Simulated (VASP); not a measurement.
Given:

```
CELL_PARAMETERS angstrom
      0.00000     3.20582     3.20582
      3.20582     0.00000     3.20582
      3.20582     3.20582     0.00000
ATOMIC_POSITIONS crystal
  Mg 0.00000 0.00000 0.00000
  Te 0.75000 0.75000 0.75000
```

The numbers are results of PBE0 hybrid, VASP's PBE PAW potentials (set 64) (plane waves; VASP), not measurements. Settings: 300 eV cut-off, 7×7×7 Γ-centred mesh, Gaussian smearing of 0.010 eV, potentials Mg Te.

Unless said otherwise, spin-orbit coupling is left out, though it shifts the bands of the heavy elements here.

Q: Predict the energy per atom (σ→0), band gap (on the k-mesh) with the smallest direct gap where there is one.

A: 
The band gap (on the k-mesh) comes out as 3.91 eV and the smallest direct gap (on the k-mesh) is 3.91 eV. The energy per atom (σ→0) comes out as -4.040 eV/atom.

The absolute energy has meaning only against runs of the same code, potentials and settings.

The structure comes from a computed database's MgTe entry; how it stands against other phases isn't given here. The cell was not relaxed at this level.
